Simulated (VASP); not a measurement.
# How number of MPI ranks and PAW data sets change a VASP run on FeGe, part 2 of 3

Aim: find what the number of MPI ranks and PAW data sets change for FeGe, and what they cost. The series runs use PBE. The start is a cell from a database of measured crystal structures.

VASP 6.6.1, plane waves and PAW; the level of theory is named at each step.

Still holding for the runs below: The magnetic state follows from one typed start and may not be the lowest.

So far. Step 4 (Number of MPI ranks: 4 ranks): Against the first of the series the energy stays within 0.01 meV an atom and the pressure within 0.01 GPa, after 15 cycles in 24 s.

The database entry behind the starting cell differs from later determinations by our own check (about 0.2 % short), so it need not match the best structure at ambient conditions.

## (5) Number of MPI ranks: 8 ranks

Level of this step: PBE, spin-polarised from a ferromagnetic start; plane waves and PAW (Fe, Ge_d) (VASP).

INCAR

```
SYSTEM = FeGe
PREC = Accurate
ENCUT = 410
EDIFF = 1E-06
NELM = 100
ISMEAR = -1
SIGMA = 0.05
LREAL = .FALSE.
ALGO = Normal
GGA = PE
NBANDS = 65
ISPIN = 2
MAGMOM = 3 3 3 3 0 0 0 0
LASPH = .TRUE.
LMAXMIX = 4
LORBIT = 11
LWAVE = .FALSE.
LCHARG = .FALSE.
KPAR = 8
ISIF = 2
```

POSCAR

```
FeGe
1.0
    4.6890000000      0.0000000000      0.0000000000
    0.0000000000      4.6890000000      0.0000000000
    0.0000000000      0.0000000000      4.6890000000
Fe Ge
4 4
Direct
    0.1350000000      0.1350000000      0.1350000000
    0.3650000000      0.8650000000      0.6350000000
    0.6350000000      0.3650000000      0.8650000000
    0.8650000000      0.6350000000      0.3650000000
    0.8420000000      0.8420000000      0.8420000000
    0.6580000000      0.1580000000      0.3420000000
    0.3420000000      0.6580000000      0.1580000000
    0.1580000000      0.3420000000      0.6580000000
```

KPOINTS

```
Automatic mesh
0
Gamma
6 6 6
0 0 0
```

PAW data sets: Fe and Ge_d (PBE family, release 64).

Command:

```sh
> mpirun -np 8 vasp_std
```

Log:

```text
[banner, memory and clock lines left out]
running    8 mpi-ranks, on    1 nodes
[...]
|                                                                             |
|           W    W    AA    RRRRR   N    N  II  N    N   GGGG   !!!           |
|           W    W   A  A   R    R  NN   N  II  NN   N  G    G  !!!           |
|           W    W  A    A  R    R  N N  N  II  N N  N  G       !!!           |
|           W WW W  AAAAAA  RRRRR   N  N N  II  N  N N  G  GGG   !            |
|           WW  WW  A    A  R   R   N   NN  II  N   NN  G    G                |
|           W    W  A    A  R    R  N    N  II  N    N   GGGG   !!!           |
|                                                                             |
|     For optimal performance we recommend to set                             |
|       NCORE = 2 up to number-of-cores-per-socket                            |
|     NCORE specifies how many cores store one orbital (NPAR=cpu/NCORE).      |
|     This setting can greatly improve the performance of VASP for DFT.       |
[...]
|     yet).                                                                   |
|                                                                             |

 LDA part: xc-table for (Slater+PW92), standard interpolation
 POSCAR, INCAR and KPOINTS ok, starting setup
[...]
entering main loop
       N       E                     dE             d eps       ncg     rms          rms(c)
[... 5 cycles as in an earlier step ...]
DAV:   6    -0.614187930283E+02   -0.50503E+01   -0.42388E+01  7692   0.662E+01    0.300E+01
DAV:   7    -0.518566333306E+02    0.95622E+01   -0.24855E+01  7289   0.506E+01    0.573E+00
DAV:   8    -0.519048045622E+02   -0.48171E-01   -0.17476E+00  7063   0.561E+00    0.302E+00
DAV:   9    -0.518374733567E+02    0.67331E-01   -0.10945E-01  7847   0.267E+00    0.117E+00
[... 2 cycles as in an earlier step ...]
DAV:  12    -0.518270234845E+02    0.21069E-04   -0.29475E-04  7822   0.124E-01    0.606E-02
DAV:  13    -0.518270129271E+02    0.10557E-04   -0.32987E-05  8359   0.387E-02    0.243E-02
DAV:  14    -0.518270184203E+02   -0.54932E-05   -0.14342E-05  6214   0.267E-02    0.144E-02
DAV:  15    -0.518270185636E+02   -0.14323E-06   -0.12293E-06  4265   0.106E-02
   1 F= -.51827019E+02 E0= -.51797133E+02  d E =-.597712E-01  mag=     4.2465
```

Wall time 17 s (8 MPI ranks of AMD EPYC 9R45, shared host); peak memory 2.5 GiB; 1.8 min of CPU time.

OUTCAR, selected parts (step 5):

```text
  Total       -1.9754734     -1.9754734     -1.9754734     -0.0000000     -0.0000000      0.0000000
  in kB      -30.7001908    -30.7001908    -30.7001908     -0.0000000     -0.0000000      0.0000000
  external PRESSURE =     -30.7001908 kB  Pullay stress =       0.0000000 kB

  FREE ENERGIE OF THE ION-ELECTRON SYSTEM (eV)
  ---------------------------------------------------
  free  energy   TOTEN  =       -51.8270185636 eV

  energy  without entropy=      -51.7672473663  energy(sigma->0) =      -51.79713296

[... 4 parts as in an earlier step ...]

[... 1 further part left out ...]
[key lines of the parts left out:]
E-fermi :   8.0199
```

Against the first of the series the energy stays within 0.01 meV an atom and the pressure within 0.01 GPa, after 15 cycles in 17 s.

## (6) The number of MPI ranks series as a table

This step: convergence of PBE results with the layout; plane waves and PAW (VASP 6.6.1).

Derived from the runs above.

Differences are taken from the run with 1 ranks. Results of the series, by row:

| setting | status | energy less the reference (meV/atom) | pressure (GPa) | largest force difference (meV/Å) | moment (μB) | SCF cycles | wall time (s) |
| --- | --- | --- | --- | --- | --- | --- | --- |
| 1 ranks | converged | 0 | -3.07 | 0 | 4.247 | 15 | 87 |
| 2 ranks | converged | 0 | -3.07 | 0 | 4.247 | 15 | 47 |
| 4 ranks | converged | 0 | -3.07 | 0 | 4.247 | 15 | 24 |
| 8 ranks | converged | 1.25e-6 | -3.07 | 0 | 4.247 | 15 | 16.8 |

## (7) PAW data sets: minimal 64: Fe Ge

This step: PBE, spin-polarised from a ferromagnetic start; plane waves and PAW (Fe, Ge) (VASP 6.6.1).

Data sets differ in which electrons are valence and how hard the partial waves are.

INCAR: that of step 5 with these lines changed.

```diff
@@ -2,3 +2,3 @@
 PREC = Accurate
-ENCUT = 410
+ENCUT = 400
 EDIFF = 1E-06
@@ -10,3 +10,3 @@
 GGA = PE
-NBANDS = 65
+NBANDS = 43
 ISPIN = 2
```

POSCAR is that of step 5.

KPOINTS is that of step 5.

PAW data sets: Fe and Ge (PBE family, release 64).

Command:

```sh
> mpirun -np 8 vasp_std
```

Log:

```text
[banner, memory and clock lines left out]
running    8 mpi-ranks, on    1 nodes
 distrk:  each k-point on    1 cores,    8 groups
 distr:  one band on    1 cores,    1 groups

 POSCAR found type information on POSCAR FeGe
 POSCAR found :  2 types and       8 ions
 [... a notice as in an earlier step ...]

 LDA part: xc-table for (Slater+PW92), standard interpolation
 POSCAR, INCAR and KPOINTS ok, starting setup
 FFT: planning ... GRIDC
 FFT: planning ... GRID_SOFT
 FFT: planning ... GRID
 WAVECAR not read
 entering main loop
       N       E                     dE             d eps       ncg     rms          rms(c)
DAV:   1     0.304849131314E+03    0.30485E+03   -0.16073E+04  4128   0.988E+02
DAV:   2    -0.322295616554E+02   -0.33708E+03   -0.31326E+03  4140   0.263E+02
DAV:   3    -0.556179934474E+02   -0.23388E+02   -0.21712E+02  4807   0.833E+01
DAV:   4    -0.562234872854E+02   -0.60549E+00   -0.60007E+00  5016   0.134E+01
DAV:   5    -0.562306935305E+02   -0.72062E-02   -0.71995E-02  4882   0.121E+00    0.254E+01
DAV:   6    -0.616045282718E+02   -0.53738E+01   -0.52303E+01  5161   0.955E+01    0.302E+01
DAV:   7    -0.518049337740E+02    0.97996E+01   -0.24562E+01  4786   0.676E+01    0.580E+00
DAV:   8    -0.518450203394E+02   -0.40087E-01   -0.16582E+00  4443   0.511E+00    0.305E+00
DAV:   9    -0.517730253619E+02    0.71995E-01   -0.99701E-02  5481   0.342E+00    0.121E+00
DAV:  10    -0.517635305127E+02    0.94948E-02   -0.11957E-02  5545   0.768E-01    0.359E-01
DAV:  11    -0.517627586089E+02    0.77190E-03   -0.13665E-03  5366   0.298E-01    0.129E-01
DAV:  12    -0.517627044818E+02    0.54127E-04   -0.16102E-04  5366   0.105E-01    0.564E-02
DAV:  13    -0.517626921754E+02    0.12306E-04   -0.25271E-05  6277   0.357E-02    0.205E-02
DAV:  14    -0.517626936034E+02   -0.14280E-05   -0.10499E-05  4526   0.314E-02    0.976E-03
DAV:  15    -0.517626931527E+02    0.45071E-06   -0.63140E-07  2349   0.854E-03
   1 F= -.51762693E+02 E0= -.51733037E+02  d E =-.593126E-01  mag=     4.2340
```

Elapsed: 12 s, on 8 MPI ranks; peak memory 2.1 GiB.

OUTCAR, selected parts (step 7):

```text
   k-points           NKPTS =     24   k-points in BZ     NKDIM =     24   number of bands    NBANDS=     43

   ENCUT  =  400.0 eV  29.40 Ry    5.42 a.u.   7.65  7.65  7.65*2*pi/ulx,y,z

   NELECT =      48.0000    total number of electrons

 E-fermi :   6.9374

 spin component 1
 k-point     1 :       0.0000    0.0000    0.0000
  band No.  band energies     occupation
    ...
     23       6.0844      1.00000
     24       6.0844      1.00000
     25       6.6283      0.99794
     26       6.6283      0.99794
     27       6.6283      0.99794
     28       8.7104      0.00000
     29       8.7104      0.00000
     30       8.7104      0.00000
     31       9.6753      0.00000
     32       9.6753      0.00000
    ...

 k-point     2 :       0.1667    0.0000    0.0000
  band No.  band energies     occupation
    ...
     22       6.0276      1.00000
     23       6.0869      1.00000
     24       6.2534      1.00000
     25       6.4859      0.99988
     26       6.5686      0.99937
     27       7.1377      0.01787
     28       8.1261      0.00000
     29       8.4011      0.00000
     30       8.8015      0.00000
     31       8.9037      0.00000
    ...

  Total       -1.4389209     -1.4389209     -1.4389209      0.0000000      0.0000000      0.0000000
  in kB      -22.3618028    -22.3618028    -22.3618028      0.0000000      0.0000000      0.0000000
  external PRESSURE =     -22.3618028 kB  Pullay stress =       0.0000000 kB

 POSITION                                       TOTAL-FORCE (eV/Angst)
 -----------------------------------------------------------------------------------
      0.63301      0.63301      0.63301        -0.034426     -0.034426     -0.034426
      1.71149      4.05599      2.97751         0.034426      0.034426     -0.034426
      2.97751      1.71149      4.05599        -0.034426      0.034426      0.034426
      4.05599      2.97751      1.71149         0.034426     -0.034426      0.034426
      3.94814      3.94814      3.94814        -0.031453     -0.031453     -0.031453
      3.08536      0.74086      1.60364         0.031453      0.031453     -0.031453
      1.60364      3.08536      0.74086        -0.031453      0.031453      0.031453
      0.74086      1.60364      3.08536         0.031453     -0.031453      0.031453
 -----------------------------------------------------------------------------------
    total drift:                               -0.000000     -0.000000     -0.000000

  FREE ENERGIE OF THE ION-ELECTRON SYSTEM (eV)
  ---------------------------------------------------
  free  energy   TOTEN  =       -51.7626931527 eV

  energy  without entropy=      -51.7033805958  energy(sigma->0) =      -51.73303687

 magnetization (x)
# of ion       s       p       d       tot
------------------------------------------
    1       -0.000  -0.005   1.182   1.177
    2       -0.000  -0.005   1.182   1.177
    3       -0.000  -0.005   1.182   1.177
    4       -0.000  -0.005   1.182   1.177
    5       -0.012  -0.063  -0.005  -0.080
    6       -0.012  -0.063  -0.005  -0.080
    7       -0.012  -0.063  -0.005  -0.080
    8       -0.012  -0.063  -0.005  -0.080
--------------------------------------------------
tot         -0.049  -0.274   4.708   4.386

[... 6 parts as in an earlier step ...]

[... 14 further parts left out ...]
```

The data set Ge keeps the semicore shell frozen, which is cheaper and a little less accurate.

Numbers from this step:

| Item | Value |
| --- | --- |
| electrons | 48 |
| bands | 43 |
| free energy (TOTEN) | -51.7627 eV |
| energy at zero smearing | -51.7330 eV |
| Fermi energy | 6.937 eV |
| pressure | -2.236 GPa |
| moment of the cell, from the last line of the log | 4.234 μB |

The series starts at -6.4666 eV an atom and -2.24 GPa, after 15 cycles in 12 s.

## (8) PAW data sets: recommended 64: Fe Ge d

This step: PBE, spin-polarised from a ferromagnetic start; plane waves and PAW (Fe, Ge_d) (VASP 6.6.1).

INCAR: that of step 7 with these lines changed.

```diff
@@ -2,3 +2,3 @@
 PREC = Accurate
-ENCUT = 400
+ENCUT = 410
 EDIFF = 1E-06
@@ -10,3 +10,3 @@
 GGA = PE
-NBANDS = 43
+NBANDS = 65
 ISPIN = 2
```

POSCAR is that of step 7.

KPOINTS is that of step 7.

PAW data sets: Fe and Ge_d (PBE family, release 64).

Command:

```sh
> mpirun -np 8 vasp_std
```

Log:

```text
[... set-up lines as in an earlier step ...]
 entering main loop
       N       E                     dE             d eps       ncg     rms          rms(c)
[... 15 cycles as in an earlier step ...]
   1 F= -.51827019E+02 E0= -.51797133E+02  d E =-.597712E-01  mag=     4.2465
```

The job ended after 17 s (8 MPI ranks; peak memory 2.5 GiB; 1.8 min of CPU time).

From OUTCAR (step 8):

```text
[... 7 parts as in an earlier step ...]

[... 1 further part left out ...]
[key lines of the parts left out:]
E-fermi :   8.0199
```

With 88 valence electrons the pressure is -3.07 GPa, -0.83 GPa from the first of the series, after 15 cycles in 17 s.

## (9) PAW data sets: recommended 54: Fe Ge d

INCAR is that of step 8.

POSCAR is that of step 8.

KPOINTS is that of step 8.

The projector-augmented-wave data sets are Fe and Ge_d (PBE family, release 54).

Command:

```sh
> mpirun -np 8 vasp_std
```

Log:

```text
[... set-up lines as in an earlier step ...]
 entering main loop
       N       E                     dE             d eps       ncg     rms          rms(c)
[... 15 cycles as in an earlier step ...]
   1 F= -.51827019E+02 E0= -.51797133E+02  d E =-.597712E-01  mag=     4.2465
```

Wall time 17 s (8 MPI ranks); peak memory 2.5 GiB.

From OUTCAR (step 9):

```text
[... 7 parts as in an earlier step ...]

[... 1 further part left out ...]
[key lines of the parts left out:]
E-fermi :   8.0199
```

With 88 valence electrons the pressure is -3.07 GPa, -0.83 GPa from the first of the series, after 15 cycles in 17 s.

## (10) PAW data sets: materialsproject 64: Fe pv Ge d

This step: PBE, spin-polarised from a ferromagnetic start; plane waves and PAW (Fe_pv, Ge_d) (VASP 6.6.1).

INCAR: that of step 9 with these lines changed.

```diff
@@ -10,3 +10,3 @@
 GGA = PE
-NBANDS = 65
+NBANDS = 80
 ISPIN = 2
```

POSCAR is that of step 9.

KPOINTS is that of step 9.

PAW data sets: Fe_pv and Ge_d (PBE family, release 64).

Command:

```sh
> mpirun -np 8 vasp_std
```

Log:

```text
[... set-up lines as in an earlier step ...]
 entering main loop
       N       E                     dE             d eps       ncg     rms          rms(c)
DAV:   1     0.136994218774E+04    0.13699E+04   -0.42504E+04 10232   0.334E+03
DAV:   2     0.214339954022E+03   -0.11556E+04   -0.10739E+04  7680   0.904E+02
DAV:   3    -0.390837428388E+02   -0.25342E+03   -0.24131E+03  7872   0.248E+02
DAV:   4    -0.559993468607E+02   -0.16916E+02   -0.16763E+02  8640   0.711E+01
[...]
DAV:  14    -0.518954168298E+02   -0.94811E-05   -0.65086E-06  7144   0.151E-02    0.128E-02
DAV:  15    -0.518954179539E+02   -0.11240E-05   -0.13546E-06  4904   0.901E-03    0.373E-03
DAV:  16    -0.518954177692E+02    0.18465E-06   -0.30877E-07  4000   0.359E-03
   1 F= -.51895418E+02 E0= -.51865606E+02  d E =-.596233E-01  mag=     4.2466
```

It took 21 s on 8 MPI ranks; peak memory 2.7 GiB; 2.2 min of CPU time.

From OUTCAR (step 10):

```text
  Total       -2.3549519     -2.3549519     -2.3549519      0.0000000      0.0000000      0.0000000
  in kB      -36.5975420    -36.5975420    -36.5975420      0.0000000      0.0000000      0.0000000
  external PRESSURE =     -36.5975420 kB  Pullay stress =       0.0000000 kB

 POSITION                                       TOTAL-FORCE (eV/Angst)
 -----------------------------------------------------------------------------------
      0.63301      0.63301      0.63301        -0.038075     -0.038075     -0.038075
      1.71149      4.05599      2.97751         0.038075      0.038075     -0.038075
      2.97751      1.71149      4.05599        -0.038075      0.038075      0.038075
      4.05599      2.97751      1.71149         0.038075     -0.038075      0.038075
      3.94814      3.94814      3.94814        -0.025535     -0.025535     -0.025535
      3.08536      0.74086      1.60364         0.025535      0.025535     -0.025535
      1.60364      3.08536      0.74086        -0.025535      0.025535      0.025535
      0.74086      1.60364      3.08536         0.025535     -0.025535      0.025535
 -----------------------------------------------------------------------------------
    total drift:                                0.000001     -0.000003      0.000000

  FREE ENERGIE OF THE ION-ELECTRON SYSTEM (eV)
  ---------------------------------------------------
  free  energy   TOTEN  =       -51.8954177692 eV

  energy  without entropy=      -51.8357945191  energy(sigma->0) =      -51.86560614

 magnetization (x)
# of ion       s       p       d       tot
------------------------------------------
    1        0.001  -0.001   1.191   1.190
    2        0.001  -0.001   1.191   1.190
    3        0.001  -0.001   1.191   1.190
    4        0.001  -0.001   1.191   1.190
    5       -0.012  -0.064  -0.006  -0.081
    6       -0.012  -0.064  -0.006  -0.081
    7       -0.012  -0.064  -0.006  -0.081
    8       -0.012  -0.064  -0.006  -0.081
--------------------------------------------------
tot         -0.043  -0.261   4.739   4.436

[... 1 part as in an earlier step ...]

[... 2 further parts left out ...]
[key lines of the parts left out:]
E-fermi :   9.7642
```

With 112 valence electrons the pressure is -3.66 GPa, -1.42 GPa from the first of the series, after 16 cycles in 21 s.

## (11) PAW data sets: semicore 64: Fe sv Ge d

This step: PBE, spin-polarised from a ferromagnetic start; plane waves and PAW (Fe_sv, Ge_d) (VASP 6.6.1).

INCAR: that of step 10 with these lines changed.

```diff
@@ -2,3 +2,3 @@
 PREC = Accurate
-ENCUT = 410
+ENCUT = 510
 EDIFF = 1E-06
@@ -10,3 +10,3 @@
 GGA = PE
-NBANDS = 80
+NBANDS = 85
 ISPIN = 2
```

POSCAR is that of step 10.

KPOINTS is that of step 10.

Potentials, in the order of the species: Fe_sv and Ge_d (PBE family, release 64).

Command:

```sh
> mpirun -np 8 vasp_std
```

Log:

```text
[... set-up lines as in an earlier step ...]
 entering main loop
       N       E                     dE             d eps       ncg     rms          rms(c)
DAV:   1     0.230760687974E+04    0.23076E+04   -0.52440E+04 11289   0.392E+03
DAV:   2     0.390144449399E+03   -0.19175E+04   -0.18296E+04  8181   0.110E+03
DAV:   3    -0.158757832017E+02   -0.40602E+03   -0.38067E+03  8160   0.385E+02
DAV:   4    -0.552007775153E+02   -0.39325E+02   -0.38151E+02  9300   0.130E+02
[...]
DAV:  14    -0.521730803514E+02   -0.46004E-05   -0.13402E-05  8034   0.278E-02    0.153E-02
DAV:  15    -0.521730813892E+02   -0.10377E-05   -0.18640E-06  6261   0.124E-02    0.563E-03
DAV:  16    -0.521730814904E+02   -0.10120E-06   -0.50204E-07  4675   0.502E-03
   1 F= -.52173081E+02 E0= -.52143414E+02  d E =-.593352E-01  mag=     4.2458
```

The job ended after 29 s (8 MPI ranks; peak memory 3.5 GiB).

From OUTCAR (step 11):

```text
  Total       -2.5347841     -2.5347841     -2.5347841      0.0000000      0.0000000      0.0000000
  in kB      -39.3922566    -39.3922566    -39.3922566      0.0000000      0.0000000      0.0000000
  external PRESSURE =     -39.3922566 kB  Pullay stress =       0.0000000 kB

 POSITION                                       TOTAL-FORCE (eV/Angst)
 -----------------------------------------------------------------------------------
      0.63301      0.63301      0.63301        -0.043485     -0.043485     -0.043485
      1.71149      4.05599      2.97751         0.043485      0.043485     -0.043485
      2.97751      1.71149      4.05599        -0.043485      0.043485      0.043485
      4.05599      2.97751      1.71149         0.043485     -0.043485      0.043485
      3.94814      3.94814      3.94814        -0.026405     -0.026405     -0.026405
      3.08536      0.74086      1.60364         0.026405      0.026405     -0.026405
      1.60364      3.08536      0.74086        -0.026405      0.026405      0.026405
      0.74086      1.60364      3.08536         0.026405     -0.026405      0.026405
 -----------------------------------------------------------------------------------
    total drift:                                0.000003      0.000001     -0.000000

  FREE ENERGIE OF THE ION-ELECTRON SYSTEM (eV)
  ---------------------------------------------------
  free  energy   TOTEN  =       -52.1730814904 eV

  energy  without entropy=      -52.1137462609  energy(sigma->0) =      -52.14341388

 magnetization (x)
# of ion       s       p       d       tot
------------------------------------------
    1        0.001   0.001   1.148   1.150
    2        0.001   0.001   1.148   1.150
    3        0.001   0.001   1.148   1.150
    4        0.001   0.001   1.148   1.150
    5       -0.012  -0.064  -0.006  -0.082
    6       -0.012  -0.064  -0.006  -0.082
    7       -0.012  -0.064  -0.006  -0.082
    8       -0.012  -0.064  -0.006  -0.082
--------------------------------------------------
tot         -0.041  -0.251   4.566   4.274

[... 3 further parts left out ...]
[key lines of the parts left out:]
E-fermi :  10.8093
```

With 120 valence electrons the pressure is -3.94 GPa, -1.70 GPa from the first of the series, after 16 cycles in 29 s.

[end of part 2 of 3]

[Lines on the potential files, build, host, timing and source positions are cut from VASP's logs without a mark.]

[Logs are printed without paths, hosts, clocks, repeated set-up lines and the standing remarks that a program may print on its own settings, such as how far it seeks lower states.]

[Hosts, paths, dates, database ids (printed as entryN), source tags and the programs' standing remarks are cut or masked in the printed files.]

[A measured line is paired with the nearest computed mode of its activity, which favours agreement.]
